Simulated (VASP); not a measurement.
Here is the system:

```
CELL_PARAMETERS angstrom
     -1.57825     1.57825     4.15064
      1.57825    -1.57825     4.15064
      1.57825     1.57825    -4.15064
ATOMIC_POSITIONS crystal
  Al 0.33855 0.33855 0.00000
  Al 0.66145 0.66145 0.00000
  Os 0.00000 0.00000 0.00000
```

These are PBEsol GGA, VASP's PBE PAW potentials (set 64) (plane waves; VASP 6.6.1) values and carry that method's errors. Settings: 400 eV cut-off, Gaussian smearing of 0.050 eV, potentials Al Os.

Unless said otherwise, spin-orbit coupling is left out, though it shifts the bands of the heavy elements here.

### Question
What does the run give for the band gap (along the path) with the smallest direct gap where there is one?

### Answer

* **band gap (along the path)**: 0.28 eV
* **smallest direct gap (along the path)**: 1.23 eV

The structure comes from a computed database's Al2Os entry (I4/mmm); how it stands against other phases isn't given here. It was relaxed first.
